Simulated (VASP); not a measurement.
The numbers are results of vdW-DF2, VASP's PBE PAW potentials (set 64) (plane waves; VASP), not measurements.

Input for VASP

### POSCAR
```
HfC
1
    0.0000000000     2.3633052829     2.3633052829
    2.3633052829     0.0000000000     2.3633052829
    2.3633052829     2.3633052829     0.0000000000
Hf C
1 1
Direct
  0.0000000000   0.0000000000   0.0000000000
  0.5000000000   0.5000000000   0.5000000000
```

INCAR:
```
ALGO  =  Normal
LMAXMIX  =  6   # l cut-off of mixed one-centre charges
SYSTEM  =  HfC
LREAL  =  .FALSE.   # projection in real space or not
GGA  =  ML
LORBIT  =  11   # lm-projected
AGGAC  =  0.0
ZAB_VDW  =  -1.8867
ISIF  =  2
LASPH  =  .TRUE.   # aspherical one-centre terms
NELM  =  100   # most electronic steps
PREC  =  Accurate
EDIFF  =  1E-7   # SCF stop (eV)
ISMEAR  =  -5   # tetrahedra, Bloechl
NEDOS  =  601   # DOS grid
LCHARG  =  .TRUE.
LUSE_VDW  =  .TRUE.
ENCUT  =  520
LWAVE  =  .FALSE.
```

**KPOINTS**
```
kpoints
0
gamma
 15 15 15
```

POTCAR, in this order: Hf_pv C (PBE.64 set). Program: vasp_std.

Output

### OSZICAR
```
       N       E                     dE             d eps       ncg     rms          rms(c)
DAV:   1     0.302530491080E+02    0.30253E+02   -0.78476E+03  2648   0.121E+03
DAV:   2    -0.185383880958E+02   -0.48791E+02   -0.46908E+02  3502   0.217E+02
DAV:   3    -0.204466395770E+02   -0.19083E+01   -0.18918E+01  3438   0.337E+01
DAV:   4    -0.204661021580E+02   -0.19463E-01   -0.19445E-01  3364   0.361E+00
DAV:   5    -0.204663852208E+02   -0.28306E-03   -0.28300E-03  3556   0.320E-01    0.486E+01
DAV:   6    -0.161001055557E+02    0.43663E+01   -0.32955E+01  2985   0.286E+01    0.373E+01
DAV:   7    -0.159797988970E+02    0.12031E+00   -0.12073E+00  3139   0.776E+00    0.273E+01
DAV:   8    -0.159982374135E+02   -0.18439E-01   -0.20149E-01  2982   0.397E+00    0.135E+01
DAV:   9    -0.159762905013E+02    0.21947E-01   -0.10199E-01  3019   0.189E+00    0.159E+00
DAV:  10    -0.159766537323E+02   -0.36323E-03   -0.16851E-03  3071   0.364E-01    0.699E-01
DAV:  11    -0.159767019491E+02   -0.48217E-04   -0.72359E-04  3197   0.206E-01    0.821E-02
DAV:  12    -0.159767041125E+02   -0.21634E-05   -0.39456E-05  3181   0.583E-02    0.161E-01
DAV:  13    -0.159767052201E+02   -0.11076E-05   -0.43553E-06  3590   0.191E-02    0.152E-02
DAV:  14    -0.159767050486E+02    0.17153E-06   -0.44676E-07  2925   0.618E-03    0.772E-03
DAV:  15    -0.159767050251E+02    0.23473E-07   -0.23675E-07  2679   0.468E-03
   1 F= -.15976705E+02 E0= -.15976705E+02  d E =0.000000E+00
```

File OUTCAR:
```
------------------------ aborting loop because EDIFF is reached ----------------------------------------
  FORCE on cell =-STRESS in cart. coord.  units (eV):
  Direction    XX          YY          ZZ          XY          YZ          ZX
  --------------------------------------------------------------------------------------
  Total       -0.0090987     -0.0090987     -0.0090987      0.0000000     -0.0000000      0.0000000
  in kB       -0.5522049     -0.5522049     -0.5522049      0.0000000     -0.0000000      0.0000000
  external PRESSURE =      -0.5522049 kB  Pullay stress =       0.0000000 kB
  volume of cell :       26.40
      direct lattice vectors                 reciprocal lattice vectors
     0.000000000  2.363305283  2.363305283    -0.211568096  0.211568096  0.211568096
     2.363305283  0.000000000  2.363305283     0.211568096 -0.211568096  0.211568096
     2.363305283  2.363305283  0.000000000     0.211568096  0.211568096 -0.211568096
 POSITION                                       TOTAL-FORCE (eV/Angst)
 -----------------------------------------------------------------------------------
      0.00000      0.00000      0.00000         0.000000     -0.000000      0.000000
      2.36331      2.36331      2.36331        -0.000000      0.000000     -0.000000
 -----------------------------------------------------------------------------------
    total drift:                                0.000000      0.000000      0.000000
  FREE ENERGIE OF THE ION-ELECTRON SYSTEM (eV)
  ---------------------------------------------------
  free  energy   TOTEN  =       -15.9767050251 eV

  energy  without entropy=      -15.9767050251  energy(sigma->0) =      -15.97670503

 total charge

# of ion       s       p       d       tot
------------------------------------------
    1        0.289   6.571   1.587   8.448
    2        0.875   1.547   0.000   2.421
--------------------------------------------------
tot          1.164   8.118   1.587  10.869
```
(Selected blocks of OUTCAR.)

For a metal the tetrahedron method with Blöchl corrections gives inexact stress and forces.

The compound is HfC in the rock salt structure. It was relaxed first, which changed the volume by +6 %.
